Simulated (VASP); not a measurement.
All values below come from rev-vdW-DF2, VASP's PBE PAW potentials (set 64) (plane waves; VASP).

The input files of a VASP run:

**POSCAR**
```
ZnO
1
    1.6475831975    -2.8536982549     0.0000000000
    1.6475831975     2.8536982549     0.0000000000
    0.0000000000     0.0000000000     5.3223197262
Zn O
2 2
Direct
  0.6666670000   0.3333330000   0.5013591874
  0.3333330000   0.6666670000   0.0013591874
  0.6666670000   0.3333330000   0.8806408126
  0.3333330000   0.6666670000   0.3806408126
```

File KPOINTS:
```
K-points
0
Gamma
  8 8 4
```

**INCAR**
```
AGGAC = 0.0
ALGO = Normal
EDIFF = 1E-7
EDIFFG = -0.01
ENCUT = 520
GGA = MK
IBRION = 2
ISIF = 4
ISMEAR = 0
LASPH = .TRUE.
LCHARG = .FALSE.
LMAXMIX = 4
LREAL = .FALSE.
LUSE_VDW = .TRUE.
LWAVE = .FALSE.
NELM = 100
NSW = 30
PARAM1 = 0.1234568
PARAM2 = 0.7114
PREC = Accurate
SIGMA = 0.05
SYSTEM = ZnO
ZAB_VDW = -1.8867
```

POTCAR, in this order: Zn O (PBE.64 set). Program: vasp_std.

What VASP printed:

OSZICAR:
```
       N       E                     dE             d eps       ncg     rms          rms(c)
DAV:   1     0.297272884837E+03    0.29727E+03   -0.18870E+04  1320   0.235E+03
DAV:   2     0.182653729031E+02   -0.27901E+03   -0.26848E+03  1422   0.435E+02
DAV:   3    -0.124923569553E+02   -0.30758E+02   -0.30532E+02  1512   0.155E+02
DAV:   4    -0.131047127760E+02   -0.61236E+00   -0.61175E+00  1464   0.234E+01
DAV:   5    -0.131094770763E+02   -0.47643E-02   -0.47640E-02  1512   0.198E+00    0.140E+01
DAV:   6    -0.977305490888E+01    0.33364E+01   -0.12315E+01  2326   0.752E+01    0.846E+00
DAV:   7    -0.992100994178E+01   -0.14796E+00   -0.26119E+00  1484   0.197E+01    0.509E+00
DAV:   8    -0.993978707399E+01   -0.18777E-01   -0.89106E-01  1776   0.897E+00    0.184E+00
DAV:   9    -0.987384249951E+01    0.65945E-01   -0.19680E-01  1988   0.829E+00    0.365E-01
DAV:  10    -0.987711495403E+01   -0.32725E-02   -0.54593E-02  1326   0.181E+00    0.114E-01
DAV:  11    -0.987710731410E+01    0.76399E-05   -0.82555E-04  1774   0.470E-01    0.422E-02
DAV:  12    -0.987710528320E+01    0.20309E-05   -0.18772E-04  1948   0.397E-01    0.122E-02
DAV:  13    -0.987711559656E+01   -0.10313E-04   -0.40390E-05  1888   0.104E-01    0.198E-02
DAV:  14    -0.987711044491E+01    0.51516E-05   -0.14653E-05  1520   0.365E-02    0.599E-03
DAV:  15    -0.987711014524E+01    0.29966E-06   -0.21687E-06  1406   0.120E-02    0.180E-03
DAV:  16    -0.987711007296E+01    0.72279E-07   -0.68816E-08  1002   0.242E-03
   1 F= -.98771101E+01 E0= -.98771101E+01  d E =-.987711E+01
       N       E                     dE             d eps       ncg     rms          rms(c)
DAV:   1    -0.987711585608E+01   -0.57108E-05   -0.10775E-02  1320   0.833E-01    0.264E-02
DAV:   2    -0.987714025457E+01   -0.24398E-04   -0.29527E-04  1464   0.165E-01    0.152E-02
DAV:   3    -0.987713790717E+01    0.23474E-05   -0.23599E-06  1560   0.213E-02    0.825E-03
DAV:   4    -0.987713712411E+01    0.78306E-06   -0.20692E-06  1608   0.217E-02    0.935E-04
DAV:   5    -0.987713719218E+01   -0.68070E-07   -0.85552E-07  1344   0.945E-03
   2 F= -.98771372E+01 E0= -.98771372E+01  d E =-.271192E-04
```

OUTCAR:
```
------------------------ aborting loop because EDIFF is reached ----------------------------------------
  FORCE on cell =-STRESS in cart. coord.  units (eV):
  Direction    XX          YY          ZZ          XY          YZ          ZX
  --------------------------------------------------------------------------------------
  Total       -1.2210960     -1.2210964     -1.1966721      0.0000000      0.0000000      0.0000000
  in kB      -39.0907531    -39.0907650    -38.3088737      0.0000000      0.0000000      0.0000000
  external PRESSURE =     -38.8301306 kB  Pullay stress =       0.0000000 kB
  volume of cell :       50.05
      direct lattice vectors                 reciprocal lattice vectors
     1.647684044 -2.853872914  0.000000000     0.303456237 -0.175200514  0.000000000
     1.647684044  2.853872914  0.000000000     0.303456237  0.175200514  0.000000000
    -0.000000000  0.000000000  5.321668264     0.000000000  0.000000000  0.187910999
  FREE ENERGIE OF THE ION-ELECTRON SYSTEM (eV)
  ---------------------------------------------------
  free  energy   TOTEN  =        -9.8771371922 eV

  energy  without entropy=       -9.8771371922  energy(sigma->0) =       -9.87713719

 reached required accuracy - stopping structural energy minimisation
```
(Selected blocks of OUTCAR.)

File CONTCAR:
```
ZnO
   1.00000000000000
     1.6476840442613703   -2.8538729135571592    0.0000000000000000
     1.6476840442613703    2.8538729135571592    0.0000000000000000
    -0.0000000000000000    0.0000000000000000    5.3216682637032608
  Zn              O
     2     2
Direct
     0.6666669999999968    0.3333330000000032    0.5014897002506933
     0.3333330000000032    0.6666669999999968    0.0014897002506933
     0.6666669999999968    0.3333330000000032    0.8805102997493046
     0.3333330000000032    0.6666669999999968    0.3805102997493046
```

The compound is ZnO in the wurtzite structure. This cell is one point of a volume scan, at 1.03 of the reference volume. Symmetry was kept, so distortions that lower it aren't found.
